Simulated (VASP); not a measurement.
Input:

```xyz
2
Lattice="1.3783 -2.3873 0.0000 1.3783 2.3873 0.0000 0.0000 0.0000 4.4665" Properties=species:S:1:pos:R:3 pbc="T T T"
Re     1.3783     0.7958     1.1166
Re     1.3783    -0.7958     3.3499
```

The numbers are results of r2SCAN meta-GGA, VASP's PBE PAW potentials (set 64) (plane waves; VASP 6.6.1), not measurements. Settings: 520 eV cut-off, 17×17×9 Γ-centred mesh, tetrahedra with Blöchl corrections, potentials Re.

Problem. The job: Re (hcp), 2 atoms, r2SCAN, static run, 520 eV, 17×17×9 Γ-centred mesh. Roughly how much core time does it take on a busy server core?

Solution. About 5 core-minutes (one run on a shared machine, a rough figure). It had 165 irreducible k-points, 11 bands, up to 808 plane waves and 20 electronic steps.

The compound is Re in the hcp structure. It was relaxed first.
